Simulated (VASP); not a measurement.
Level of theory: PBEsol GGA, VASP's PBE PAW potentials (set 64) (plane waves; VASP).

VASP ran on this input.

**KPOINTS**
```
Automatic mesh
0
Gamma
8 8 6
0 0 0
```

**INCAR**
```
ENCUT = 400   # plane-wave cut-off (eV)
LREAL = .False.   # projection in real space or not
ALGO = Normal   # blocked Davidson
LCHARG = .False.
MAGMOM = 2*2.0 2*0.0
SYSTEM = VAl
LASPH = .True.   # aspherical one-centre terms
LORBIT = 10
ISPIN = 2   # spin-polarised
EDIFFG = -0.02   # ionic stop
ISIF = 3   # ions, shape and volume
EDIFF = 1E-6
LWAVE = .False.
PREC = Accurate
IBRION = 2   # conjugate gradients
SIGMA = 0.1   # width (eV)
NSW = 60   # most ionic steps
LMAXMIX = 4   # l cut-off of mixed one-centre charges
GGA = PS   # PBEsol
NELM = 100   # most electronic steps
ISMEAR = 1
```

POSCAR:
```
VAl
1.0
  4.2236682375   0.0000000000   0.0000000000
 -2.1118341188   3.6578037059   0.0000000000
  0.0000000000   0.0000000000   4.8733008095
V Al
2 2
direct
  0.3333330000   0.6666670000   0.9353267355
  0.6666670000   0.3333330000   0.4353267355
  0.3333330000   0.6666670000   0.4396732645
  0.6666670000   0.3333330000   0.9396732645
```

POTCAR, in this order: V_sv Al (PBE.64 set). Program: vasp_std.

Output of the run:

File OSZICAR:
```
       N       E                     dE             d eps       ncg     rms          rms(c)
DAV:   1     0.283848643750E+03    0.28385E+03   -0.16848E+04  4168   0.117E+03
DAV:   2    -0.135720956879E+02   -0.29742E+03   -0.28884E+03  3660   0.396E+02
DAV:   3    -0.260779220404E+02   -0.12506E+02   -0.11846E+02  4810   0.810E+01
DAV:   4    -0.263192567597E+02   -0.24133E+00   -0.24000E+00  4192   0.104E+01
DAV:   5    -0.263244743436E+02   -0.52176E-02   -0.52136E-02  4352   0.160E+00    0.266E+01
DAV:   6    -0.246612231281E+02    0.16633E+01   -0.67848E+01  4132   0.577E+01    0.136E+01
DAV:   7    -0.229448835749E+02    0.17163E+01   -0.20480E+01  4044   0.345E+01    0.504E+00
DAV:   8    -0.227903194871E+02    0.15456E+00   -0.88878E-01  4228   0.674E+00    0.162E+00
DAV:   9    -0.227888693073E+02    0.14502E-02   -0.55035E-02  4394   0.153E+00    0.854E-01
DAV:  10    -0.227869274016E+02    0.19419E-02   -0.35313E-03  4318   0.499E-01    0.270E-01
DAV:  11    -0.227863670340E+02    0.56037E-03   -0.62836E-03  4222   0.593E-01    0.139E-01
DAV:  12    -0.227862861910E+02    0.80843E-04   -0.70393E-04  4072   0.225E-01    0.512E-02
DAV:  13    -0.227862898857E+02   -0.36947E-05   -0.35719E-05  4358   0.493E-02    0.209E-02
DAV:  14    -0.227862907115E+02   -0.82581E-06   -0.46556E-06  3232   0.157E-02
   1 F= -.22786291E+02 E0= -.22786775E+02  d E =-.227863E+02  mag=     0.0000
       N       E                     dE             d eps       ncg     rms          rms(c)
DAV:   1    -0.275731038382E+02   -0.47868E+01   -0.75951E+01  3908   0.104E+02    0.205E+01
DAV:   2    -0.281024902839E+02   -0.52939E+00   -0.11017E+02  4374   0.790E+01    0.187E+01
DAV:   3    -0.229779270935E+02    0.51246E+01   -0.22368E+01  3982   0.332E+01    0.242E+00
DAV:   4    -0.228910695694E+02    0.86858E-01   -0.15913E+00  4620   0.729E+00    0.199E+00
DAV:   5    -0.228629760337E+02    0.28094E-01   -0.30548E-01  4240   0.445E+00    0.688E-01
DAV:   6    -0.228554344921E+02    0.75415E-02   -0.40836E-02  4060   0.141E+00    0.980E-02
DAV:   7    -0.228555241055E+02   -0.89613E-04   -0.68691E-04  4706   0.213E-01    0.351E-02
DAV:   8    -0.228555231669E+02    0.93860E-06   -0.35892E-05  4098   0.408E-02    0.174E-02
DAV:   9    -0.228555222675E+02    0.89939E-06   -0.14597E-05  4184   0.355E-02    0.334E-03
DAV:  10    -0.228555227936E+02   -0.52610E-06   -0.27332E-07  2072   0.499E-03
   2 F= -.22855523E+02 E0= -.22856008E+02  d E =-.692321E-01  mag=    -0.0000
       N       E                     dE             d eps       ncg     rms          rms(c)
DAV:   1    -0.231374126629E+02   -0.28189E+00   -0.46972E+00  3934   0.256E+01    0.483E+00
DAV:   2    -0.230680714223E+02    0.69341E-01   -0.47718E+00  3972   0.163E+01    0.419E+00
DAV:   3    -0.228678306240E+02    0.20024E+00   -0.12215E+00  3966   0.816E+00    0.554E-01
DAV:   4    -0.228642755315E+02    0.35551E-02   -0.19343E-02  3640   0.107E+00    0.198E-01
DAV:   5    -0.228638797038E+02    0.39583E-03   -0.10615E-03  5114   0.281E-01    0.746E-02
DAV:   6    -0.228638580827E+02    0.21621E-04   -0.25330E-04  4092   0.106E-01    0.141E-02
DAV:   7    -0.228638571233E+02    0.95948E-06   -0.64036E-06  3578   0.181E-02
   3 F= -.22863857E+02 E0= -.22864311E+02  d E =-.775664E-01  mag=    -0.0000
       N       E                     dE             d eps       ncg     rms          rms(c)
DAV:   1    -0.228647518672E+02   -0.89378E-03   -0.15815E-02  3928   0.149E+00    0.285E-01
DAV:   2    -0.228645887324E+02    0.16313E-03   -0.17327E-02  3992   0.983E-01    0.253E-01
DAV:   3    -0.228638330827E+02    0.75565E-03   -0.42953E-03  3966   0.480E-01    0.289E-02
DAV:   4    -0.228638206886E+02    0.12394E-04   -0.60671E-05  3700   0.526E-02    0.109E-02
DAV:   5    -0.228638189167E+02    0.17718E-05   -0.46005E-06  4130   0.207E-02    0.450E-03
DAV:   6    -0.228638189288E+02   -0.12042E-07   -0.86806E-07  1862   0.783E-03
   4 F= -.22863819E+02 E0= -.22864271E+02  d E =-.775282E-01  mag=    -0.0000
       N       E                     dE             d eps       ncg     rms          rms(c)
DAV:   1    -0.228641804653E+02   -0.36155E-03   -0.21968E-02  3976   0.266E+00    0.176E-01
DAV:   2    -0.228639779971E+02    0.20247E-03   -0.34667E-03  3908   0.580E-01    0.818E-02
DAV:   3    -0.228638830822E+02    0.94915E-04   -0.86193E-04  3872   0.221E-01    0.438E-02
DAV:   4    -0.228638636620E+02    0.19420E-04   -0.64014E-05  4236   0.729E-02    0.891E-03
DAV:   5    -0.228638623372E+02    0.13248E-05   -0.31093E-06  3252   0.158E-02    0.259E-03
DAV:   6    -0.228638627385E+02   -0.40136E-06   -0.41772E-07  1850   0.609E-03
   5 F= -.22863863E+02 E0= -.22864321E+02  d E =-.438097E-04  mag=    -0.0000
```

File OUTCAR:
```
------------------------ aborting loop because EDIFF is reached ----------------------------------------
  FORCE on cell =-STRESS in cart. coord.  units (eV):
  Direction    XX          YY          ZZ          XY          YZ          ZX
  --------------------------------------------------------------------------------------
  Total        0.0639318      0.0639318     -0.0515667     -0.0000000      0.0000000      0.0000000
  in kB        1.2923483      1.2923481     -1.0423948     -0.0000000      0.0000000      0.0000000
  external PRESSURE =       0.5141005 kB  Pullay stress =       0.0000000 kB
  volume of cell :       79.26
      direct lattice vectors                 reciprocal lattice vectors
     4.330054690 -0.000000000  0.000000000     0.230943965  0.133335571 -0.000000000
    -2.165027345  3.749937055  0.000000000     0.000000000  0.266671143 -0.000000000
     0.000000000  0.000000000  4.881243770     0.000000000  0.000000000  0.204865818
 POSITION                                       TOTAL-FORCE (eV/Angst)
 -----------------------------------------------------------------------------------
     -0.00000      2.49996      4.57612         0.000000     -0.000000      0.001161
      2.16503      1.24998      2.13550        -0.000000     -0.000000      0.001161
     -0.00000      2.49996      2.13559         0.000000     -0.000000     -0.001161
      2.16503      1.24998      4.57621         0.000000      0.000000     -0.001161
 -----------------------------------------------------------------------------------
    total drift:                               -0.003378      0.001950     -0.000181
  FREE ENERGIE OF THE ION-ELECTRON SYSTEM (eV)
  ---------------------------------------------------
  free  energy   TOTEN  =       -22.8638627385 eV

  energy  without entropy=      -22.8652388379  energy(sigma->0) =      -22.86432144

 total charge

# of ion       s       p       d       tot
------------------------------------------
    1        2.257   6.150   3.095  11.501
    2        2.257   6.150   3.095  11.501
    3        0.488   0.428   0.000   0.916
    4        0.488   0.428   0.000   0.916
--------------------------------------------------
tot          5.490  13.155   6.190  24.835

 magnetization (x)

# of ion       s       p       d       tot
------------------------------------------
    1       -0.000  -0.000   0.000   0.000
    2       -0.000  -0.000   0.000   0.000
    3        0.000  -0.000   0.000  -0.000
    4        0.000  -0.000   0.000  -0.000
--------------------------------------------------
tot         -0.000  -0.000   0.000  -0.000

 reached required accuracy - stopping structural energy minimisation
```
(Selected blocks of OUTCAR.)

File CONTCAR:
```
VAl
   1.00000000000000
     4.3300546904794261   -0.0000000000014555    0.0000000000000000
    -2.1650273452922333    3.7499370552566678    0.0000000000000000
     0.0000000000000000    0.0000000000000000    4.8812437702125209
  V               Al
     2     2
Direct
     0.3333330000000032    0.6666669999999968    0.9374903953878704
     0.6666669999999968    0.3333330000000032    0.4374903953878703
     0.3333330000000032    0.6666669999999968    0.4375096046121297
     0.6666669999999968    0.3333330000000032    0.9375096046121296
```

**OUTCAR**
```
 val. band max:        4.8490508484   @ k =   0.3750   0.2500   0.3333

 cond. band min:       4.8791682289   @ k =   0.3750   0.2500   0.1667


 Fermi energy:         4.8743256678

 spin component 1

 k-point     1 :       0.0000    0.0000    0.0000
  band No.  band energies     occupation
      1     -58.6782      1.00000
      2     -58.6720      1.00000
      3     -32.7816      1.00000
      4     -32.7816      1.00000
      5     -32.7615      1.00000
      6     -32.7615      1.00000
      7     -32.4740      1.00000
      8     -32.4279      1.00000
      9      -2.3229      1.00000
     10       1.5284      1.00000
     11       3.8853      1.00000
     12       4.0551      1.00000
     13       4.0551      1.00000
     14       4.2519      1.00000
     15       4.2519      1.00000
     16       4.7742      1.02529
     17       4.7742      1.02525
     18       5.3386     -0.00000
     19       6.1612     -0.00000
     20       6.1612     -0.00000
     21       8.0438      0.00000
     22       8.8402      0.00000

 k-point     2 :       0.1250   -0.0000    0.0000
  band No.  band energies     occupation
      1     -58.6782      1.00000
      2     -58.6722      1.00000
      3     -32.7821      1.00000
      4     -32.7817      1.00000
      5     -32.7630      1.00000
      6     -32.7615      1.00000
      7     -32.4723      1.00000
      8     -32.4296      1.00000
      9      -2.1687      1.00000
     10       1.5340      1.00000
     11       3.8810      1.00000
     12       3.9345      1.00000
     13       4.0813      1.00000
     14       4.1619      1.00000
     15       4.3817      1.00000
     16       4.7032      1.01808
     17       4.7073      1.01987
     18       5.4235     -0.00000
     19       6.2151     -0.00000
     20       6.3480     -0.00000
     21       7.7091      0.00000
     22       8.3229      0.00000

 k-point     3 :       0.2500   -0.0000    0.0000
...
```

Energy and stress use the plane-wave basis of the starting cell.

The structure was generated: VAl was put into the wurtzite type (P6_3mc), which need not be its known phase. This run relaxes it. It ends in space group P6_3/mmc. Symmetry was kept, so distortions that lower it aren't found. The start is the result of an earlier pass.
